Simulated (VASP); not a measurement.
All values below come from r2SCAN+rVV10, VASP's PBE PAW potentials (set 64) (plane waves; VASP 6.6.1).

The input files of a VASP run:

**POSCAR**
```
Al
2.8409740
  0.0000000000   0.7071068707   0.7071068707
  0.7071068707   0.0000000000   0.7071068707
  0.7071068707   0.7071068707   0.0000000000
Al
1
Cartesian
  0.0000000000   0.0000000000   0.0000000000
```

**INCAR**
```
SYSTEM  =  Al
PREC  =  Accurate; ENCUT  =  520; LREAL  =  F
LASPH  =  T
EDIFF  =  1E-7; NELM  =  100; ALGO  =  Normal
LMIXTAU  =  T
ISMEAR  =  1; SIGMA  =  0.1
METAGGA  =  R2SCAN; LUSE_VDW  =  T; BPARAM  =  11.95
CPARAM  =  0.0093
ISIF  =  2
LWAVE  =  F; LCHARG  =  F
```

KPOINTS:
```
Automatic mesh
0
Gamma
16 16 16
0 0 0
```

POTCAR, in this order: Al (PBE.64 set). Program: vasp_std.

Q: Estimate the energy per atom (σ→0), pressure, band gap (on the k-mesh).

A: 
```yaml
energy per atom (σ→0): -6.675 eV/atom
band gap (on the k-mesh): none (metal, semimetal or under 0.01 eV)
pressure: -21.6 kbar
```

File OSZICAR:
```
...
DAV:  16    -0.667499094774E+01    0.93149E-05   -0.13365E-05  1915   0.370E-02    0.612E-02
DAV:  17    -0.667499315623E+01   -0.22085E-05   -0.46041E-07  1590   0.929E-03    0.368E-02
DAV:  18    -0.667499762132E+01   -0.44651E-05   -0.14473E-06  1480   0.153E-02    0.219E-03
DAV:  19    -0.667499717469E+01    0.44663E-06   -0.16507E-07  1470   0.643E-03    0.197E-03
DAV:  20    -0.667499661272E+01    0.56197E-06   -0.66235E-08  1055   0.333E-03    0.821E-04
DAV:  21    -0.667499645586E+01    0.15686E-06   -0.11347E-08   760   0.153E-03    0.145E-04
DAV:  22    -0.667499653194E+01   -0.76085E-07   -0.40205E-09   755   0.517E-04
   1 F= -.66749965E+01 E0= -.66750489E+01  d E =0.157202E-03
```

The compound is Al in the fcc structure. This cell is one point of a volume scan, at 1.03 of the reference volume.
